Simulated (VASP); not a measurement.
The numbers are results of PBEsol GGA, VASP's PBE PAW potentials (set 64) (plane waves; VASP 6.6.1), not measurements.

The input files of a VASP run:

### INCAR
```
SYSTEM = TaSb
PREC = Accurate
ENCUT = 400
EDIFF = 1E-6
NELM = 100
ALGO = Normal
LREAL = .FALSE.
LASPH = .TRUE.
ISMEAR = 1
SIGMA = 0.1
GGA = PS
LMAXMIX = 6
LWAVE = .FALSE.
LCHARG = .FALSE.
IBRION = 2
ISIF = 3
NSW = 60
EDIFFG = -0.01
```

### POSCAR
```
TaSb
1
    0.0000000000     3.1042519851     3.1042519851
    3.1042519851    -0.0000000000     3.1042519851
    3.1042519851     3.1042519851    -0.0000000000
Ta Sb
1 1
Direct
  0.0000000000   0.0000000000   0.0000000000
  0.2500000000   0.2500000000   0.2500000000
```

File KPOINTS:
```
kpoints
0
G
 9 9 9
0 0 0
```

POTCAR, in this order: Ta_pv Sb (PBE.64 set). Program: vasp_std.

Unless said otherwise, spin-orbit coupling is left out, though it shifts the bands of the heavy elements here.

Q: What does the run give for the energy per atom (σ→0), band gap (on the k-mesh)?

A: 
```yaml
energy per atom (σ→0): -7.282 eV/atom
band gap (on the k-mesh): none (metal, semimetal or under 0.01 eV)
```

File OSZICAR:
```
...
DAV:   6    -0.145909238400E+02    0.86005E+00   -0.29531E+00   956   0.121E+01    0.381E+00
DAV:   7    -0.145742260471E+02    0.16698E-01   -0.94899E-02   992   0.250E+00    0.216E+00
DAV:   8    -0.145652094197E+02    0.90166E-02   -0.11164E-02   976   0.812E-01    0.186E-01
DAV:   9    -0.145650897992E+02    0.11962E-03   -0.60250E-04  1024   0.195E-01    0.547E-02
DAV:  10    -0.145651135483E+02   -0.23749E-04   -0.76380E-05   916   0.546E-02    0.131E-02
DAV:  11    -0.145651147897E+02   -0.12414E-05   -0.44778E-06   992   0.144E-02    0.441E-03
DAV:  12    -0.145651152302E+02   -0.44054E-06   -0.71054E-07   508   0.671E-03
   1 F= -.14565115E+02 E0= -.14564774E+02  d E =-.145651E+02
```

The structure was generated: TaSb was put into the zinc blende type (F-43m), which need not be its known phase. It was relaxed first, which changed the volume by -34 %. The start is the result of an earlier pass.
